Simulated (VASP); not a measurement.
Input for VASP

KPOINTS:
```
K-points
0
G
  5 5 5
```

File POSCAR:
```
Rb3Li
1.0
  0.0000000000   5.1497100000   5.1497100000
  5.1497100000   0.0000000000   5.1497100000
  5.1497100000   5.1497100000   0.0000000000
Rb Li
3 1
Cart
  2.5748550000   2.5748550000   2.5748550000
  7.7245650000   7.7245650000   7.7245650000
  5.1497100000   5.1497100000   5.1497100000
  0.0000000000   0.0000000000   0.0000000000
```

INCAR:
```
ALGO  =  Normal
EDIFF  =  1E-6
EDIFFG  =  -0.02
ENCUT  =  520
GGA  =  PS
IBRION  =  2
ISIF  =  3
ISMEAR  =  1
LASPH  =  .TRUE.
LCHARG  =  .FALSE.
LMAXMIX  =  4
LREAL  =  .FALSE.
LWAVE  =  .FALSE.
NELM  =  100
NSW  =  60
PREC  =  Accurate
SIGMA  =  0.1
SYSTEM  =  Rb3Li
```

POTCAR, in this order: Rb_sv Li_sv (PBE.64 set). Program: vasp_std.

**Question.** Write an equivalent input for Quantum ESPRESSO's pw.x.

**Answer.** One equivalent input (not run):
```
&CONTROL
  calculation = 'vc-relax'
  pseudo_dir = './pseudo'
  outdir = './out'
  tprnfor = .true.
  tstress = .true.
  nstep = 60
  forc_conv_thr = 0.00078
/
&SYSTEM
  ibrav = 0
  nat = 4
  ntyp = 2
  ecutwfc = 74
  occupations = 'smearing'
  smearing = 'methfessel-paxton'
  degauss = 0.00735
  input_dft = 'pbesol'
/
&ELECTRONS
  conv_thr = 7.3e-08
  electron_maxstep = 100
/
&IONS
/
&CELL
/
ATOMIC_SPECIES
  Rb 85.468 Rb.upf
  Li 6.940 Li.upf
CELL_PARAMETERS angstrom
     0.0000000    5.1497100    5.1497100
     5.1497100    0.0000000    5.1497100
     5.1497100    5.1497100    0.0000000
ATOMIC_POSITIONS crystal
  Rb   0.2500000  0.2500000  0.2500000
  Rb   0.7500000  0.7500000  0.7500000
  Rb   0.5000000  0.5000000  0.5000000
  Li   0.0000000  0.0000000  0.0000000
K_POINTS automatic
  5 5 5 0 0 0
```
Limits of the translation: the potentials are each code's own (VASP's PAW set, PseudoDojo norm-conserving files in pw.x), so ENCUT and ecutwfc are chosen apart and not converted; conv_thr bounds pw.x's estimated SCF error, while EDIFF bounds the energy change between steps; forc_conv_thr acts on force components and is met together with etot_conv_thr.

The structure comes from a computed database's Rb3Li entry (Fm-3m); how it stands against other phases isn't given here. This run relaxes it. Symmetry was kept, so distortions that lower it aren't found. The start is the result of an earlier pass.
